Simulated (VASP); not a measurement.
All values below come from PBEsol GGA, VASP's PBE PAW potentials (set 64) (plane waves; VASP).

VASP input:

**KPOINTS**
```
Automatic mesh
0
Gamma
7 7 2
0 0 0
```

**INCAR**
```
SYSTEM = Be3CdTe4
PREC = Accurate
ENCUT = 400
EDIFF = 1E-7
NELM = 100
ALGO = Normal
LREAL = .FALSE.
LASPH = .TRUE.
ISMEAR = -5
GGA = PS
LMAXMIX = 4
LWAVE = .FALSE.
LCHARG = .TRUE.
LORBIT = 11
NEDOS = 601
ISIF = 2
LEFG = .TRUE.
```

**POSCAR**
```
Be3CdTe4
1
    0.0000000000     2.9004358825     2.9004358825
    2.9004358825     0.0000000000     2.9004358825
   11.7494684607    11.7494684607    -0.1477249307
Cd Te Be
1 4 3
Direct
  0.0113581620   0.0113581620   0.9914813785
  0.2131176931   0.2131176931   0.0901617302
  0.2369788009   0.2369788009   0.3222658993
  0.2583926657   0.2583926657   0.5562055007
  0.2811607480   0.2811607480   0.7891294390
  0.9779835369   0.9779835369   0.2665123473
  0.9998786552   0.9998786552   0.5000910086
  0.0211297382   0.0211297382   0.7341526964
```

POTCAR, in this order: Cd Te Be (PBE.64 set). Program: vasp_std.

The resulting files:

OSZICAR:
```
       N       E                     dE             d eps       ncg     rms          rms(c)
DAV:   1     0.186768036830E+03    0.18677E+03   -0.14795E+04  1664   0.109E+03
DAV:   2    -0.165237216473E+02   -0.20329E+03   -0.19959E+03  1986   0.232E+02
DAV:   3    -0.300873122262E+02   -0.13564E+02   -0.13508E+02  2094   0.658E+01
DAV:   4    -0.303362802841E+02   -0.24897E+00   -0.24880E+00  2346   0.844E+00
DAV:   5    -0.303391764701E+02   -0.28962E-02   -0.28953E-02  2160   0.959E-01    0.955E+00
DAV:   6    -0.297110161190E+02    0.62816E+00   -0.14245E+00  2024   0.108E+01    0.677E+00
DAV:   7    -0.296127980085E+02    0.98218E-01   -0.65080E-01  2082   0.404E+00    0.204E+00
DAV:   8    -0.296093650669E+02    0.34329E-02   -0.74075E-02  1962   0.239E+00    0.858E-01
DAV:   9    -0.296093917333E+02   -0.26666E-04   -0.73310E-03  2082   0.661E-01    0.282E-01
DAV:  10    -0.296093289022E+02    0.62831E-04   -0.21320E-03  2036   0.389E-01    0.574E-02
DAV:  11    -0.296093419415E+02   -0.13039E-04   -0.26563E-04  1998   0.975E-02    0.401E-02
DAV:  12    -0.296093501468E+02   -0.82054E-05   -0.39383E-05  2160   0.327E-02    0.213E-02
DAV:  13    -0.296093611491E+02   -0.11002E-04   -0.17690E-05  2030   0.279E-02    0.586E-03
DAV:  14    -0.296093623593E+02   -0.12102E-05   -0.24132E-06  2072   0.867E-03    0.471E-03
DAV:  15    -0.296093625267E+02   -0.16749E-06   -0.37958E-07  1864   0.352E-03    0.203E-03
DAV:  16    -0.296093625803E+02   -0.53525E-07   -0.33556E-07  1976   0.267E-03
   1 F= -.29609363E+02 E0= -.29609363E+02  d E =0.000000E+00
```

**OUTCAR**
```
------------------------ aborting loop because EDIFF is reached ----------------------------------------
  FORCE on cell =-STRESS in cart. coord.  units (eV):
  Direction    XX          YY          ZZ          XY          YZ          ZX
  --------------------------------------------------------------------------------------
  Total       -0.1082487     -0.1082487     -0.1082487      0.0786290     -0.0786290     -0.0786290
  in kB       -0.8718402     -0.8718402     -0.8718402      0.6332815     -0.6332815     -0.6332815
  external PRESSURE =      -0.8718402 kB  Pullay stress =       0.0000000 kB
  volume of cell :      198.93
      direct lattice vectors                 reciprocal lattice vectors
     0.000000000  2.900435883  2.900435883    -0.171310944  0.173464820  0.171310944
     2.900435883  0.000000000  2.900435883     0.173464820 -0.171310944  0.171310944
    11.749468461 11.749468461 -0.147724931     0.042289267  0.042289267 -0.042289267
 POSITION                                       TOTAL-FORCE (eV/Angst)
 -----------------------------------------------------------------------------------
     11.68232     11.68232     -0.08058         0.006401      0.006401     -0.006401
      1.67749      1.67749      1.22295        -0.003524     -0.003524      0.003524
      4.47379      4.47379      1.32708        -0.003614     -0.003614      0.003614
      7.28457      7.28457      1.41674         0.001564      0.001564     -0.001564
     10.08734     10.08734      1.51440         0.001714      0.001714     -0.001714
      5.96796      5.96796      5.63379         0.008576      0.008576     -0.008576
      8.77589      8.77589      5.72629        -0.005340     -0.005340      0.005340
      8.68719      8.68719      0.01412        -0.005778     -0.005778      0.005778
 -----------------------------------------------------------------------------------
    total drift:                               -0.000182     -0.000182      0.000121
  FREE ENERGIE OF THE ION-ELECTRON SYSTEM (eV)
  ---------------------------------------------------
  free  energy   TOTEN  =       -29.6093625803 eV

  energy  without entropy=      -29.6093625803  energy(sigma->0) =      -29.60936258

 total charge

# of ion       s       p       d       tot
------------------------------------------
    1        0.489   0.374   9.522  10.384
    2        1.346   2.125   0.031   3.501
    3        1.336   2.111   0.030   3.477
    4        1.335   2.113   0.030   3.478
    5        1.338   2.091   0.028   3.457
    6        0.362   0.532   0.000   0.894
    7        0.363   0.536   0.000   0.899
    8        0.363   0.535   0.000   0.899
--------------------------------------------------
tot          6.931  10.417   9.641  26.989

 Electric field gradients after diagonalization (V/A^2)
 (convention: |V_zz| > |V_xx| > |V_yy|)
----------------------------------------------------------------------
 ion       V_xx      V_yy      V_zz     asymmetry (V_yy - V_xx)/ V_zz
----------------------------------------------------------------------
   1      10.277    10.276   -20.553       0.000
   2     -81.716   -81.716   163.433       0.000
   3      15.615    15.614   -31.229       0.000
   4      17.257    17.256   -34.512       0.000
   5     -20.624   -20.624    41.248       0.000
   6      -0.002    -0.002     0.003       0.008
   7       0.519     0.519    -1.038       0.000
   8       0.453     0.453    -0.906       0.000
```
(Selected blocks of OUTCAR.)

The structure was generated: Be3CdTe4 was put into an ordered model structure (R3m), which need not be its known phase. It was relaxed first.
